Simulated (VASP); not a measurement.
Calculation: r2SCAN meta-GGA, VASP's PBE PAW potentials (set 64) (plane waves; VASP).

VASP ran on this input.

KPOINTS:
```
Automatic mesh
0
G
 5 5 4
```

**POSCAR**
```
BaAlSiH
1
    4.3254184797    -0.0000000000     0.0000000000
   -2.1627092399     3.7459220018    -0.0000000000
    0.0000000000    -0.0000000000     5.2586568164
Ba Al Si H
1 1 1 1
Direct
  0.0000000000   1.0000000000   0.0012347162
  0.6666670000   0.3333330000   0.4639629935
  0.3333330000   0.6666670000   0.5412939931
  0.6666670000   0.3333330000   0.1364182973
```

INCAR:
```
# general
SYSTEM  = BaAlSiH
PREC    = Accurate
ENCUT   = 400
LREAL   = .FALSE.
LASPH   = .TRUE.

# electronic loop
EDIFF   = 1E-6
NELM    = 100
ALGO    = Normal
LMAXMIX = 4
LMIXTAU = .TRUE.

# smearing
ISMEAR  = 0
SIGMA   = 0.05

# functional
METAGGA = R2SCAN

# ions
IBRION  = 2
NSW     = 60
ISIF    = 3
EDIFFG  = -0.02

# output
LWAVE   = .FALSE.
LCHARG  = .FALSE.
```

POTCAR, in this order: Ba_sv Al Si H (PBE.64 set). Program: vasp_std.

Task: What does the run give for the energy per atom (σ→0)?

Result: 
The energy per atom (σ→0) is -11.868 eV/atom.

**OSZICAR**
```
...
DAV:  14    -0.474735918126E+02   -0.10509E-02   -0.53796E-04   467   0.233E-01    0.127E-02
DAV:  15    -0.474735948035E+02   -0.29909E-05   -0.68697E-05   587   0.837E-02    0.563E-03
DAV:  16    -0.474736094927E+02   -0.14689E-04   -0.52152E-05   457   0.770E-02    0.395E-03
DAV:  17    -0.474736185869E+02   -0.90942E-05   -0.63559E-06   532   0.221E-02    0.271E-03
DAV:  18    -0.474736216570E+02   -0.30701E-05   -0.27661E-06   396   0.148E-02    0.107E-03
DAV:  19    -0.474736206451E+02    0.10119E-05   -0.27496E-07   251   0.543E-03    0.726E-04
DAV:  20    -0.474736213775E+02   -0.73245E-06   -0.14442E-07   231   0.393E-03
   1 F= -.47473621E+02 E0= -.47473621E+02  d E =-.474736E+02
```

The structure comes from a computed database's BaAlSiH entry (P3m1); how it stands against other phases isn't given here. It was relaxed first. The start is the result of an earlier pass.
